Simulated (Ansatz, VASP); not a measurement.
**One calculation of NbAs3Ru, two programs**

File INCAR:

```
SYSTEM = NbAs3Ru
PREC     = Accurate       ! precision mode
ENCUT    = 520            ! plane-wave cutoff, eV
EDIFF    = 1E-6           ! SCF threshold, eV
ISMEAR   = 0              ! smearing method
SIGMA    = 0.1            ! smearing width, eV
LREAL    = .False.        ! projectors in reciprocal space
LASPH    = .True.         ! aspherical terms in the spheres
NELM     = 80             ! most SCF steps
ALGO     = Normal         ! electronic algorithm
ISIF     = 2              ! what is computed and relaxed
LWAVE    = .False.        ! write WAVECAR
LCHARG   = .False.        ! write CHGCAR
GGA      = PE             ! functional
NBANDS   = 29             ! bands
```

File KPOINTS:

```
Automatic mesh
0
Gamma
  4 4 4
  0 0 0
```

The input POSCAR:

```
NbAs3Ru
1.0
    4.7067743200      0.0000000000      0.0000000000
    0.0000000000      4.7067743200      0.0000000000
    0.0000000000      0.0000000000      4.7067743200
Nb As Ru
1 3 1
Direct
    0.0000000000      0.0000000000      0.0000000000
    0.0000000000      0.5000000000      0.5000000000
    0.5000000000      0.0000000000      0.5000000000
    0.5000000000      0.5000000000      0.0000000000
    0.5000000000      0.5000000000      0.5000000000
```

Input for Ansatz:

```yaml
crystal:
  lattice:
    - [4.70677432, 0.0, 0.0]
    - [0.0, 4.70677432, 0.0]
    - [0.0, 0.0, 4.70677432]
  atoms:
    - { symbol: Nb, position: [0.0, 0.0, 0.0] }
    - { symbol: As, position: [0.0, 0.5, 0.5] }
    - { symbol: As, position: [0.5, 0.0, 0.5] }
    - { symbol: As, position: [0.5, 0.5, 0.0] }
    - { symbol: Ru, position: [0.5, 0.5, 0.5] }
basis:
  ecutwfc: 420
kpoints:
  mp_grid: { grid: [4, 4, 4] }
hamiltonian:
  xc: pbe
scf:
  occupations: { method: gaussian, width: 0.1 }
  lower_state_search: "off"
output:
  forces: true
  stress: true
  eigenvalues: true
```

Change from the starting cell: species swapped into the Ce3AlC type (Pm-3m, No. 221).

Alike in both runs: task single point; functional PBE; k mesh 4 × 4 × 4; occupations gaussian, width 0.1 eV; no spin polarisation.

|  | VASP | Ansatz |
| --- | --- | --- |
| version | VASP 6.6.1 | Ansatz 0.2.0 |
| potentials or method | VASP PAW PBE potentials, release 64 (Nb_sv, As, Ru_pv) | scalar-relativistic, plane waves, PAW |
| plane-wave cutoff (eV) | 520 | 420 |
| valence electrons in the cell | 42 | 74 |

|  | VASP | Ansatz | Ansatz less VASP |
| --- | --- | --- | --- |
| gap on the k mesh at the Fermi level (eV) | none | none | - |
| pressure (GPa) | 0.9 | 0.8 | -0.09 |

A gap of «none» marks a metal or a gap that the smearing closes. The two sets of potentials don't hold the same shells in valence.
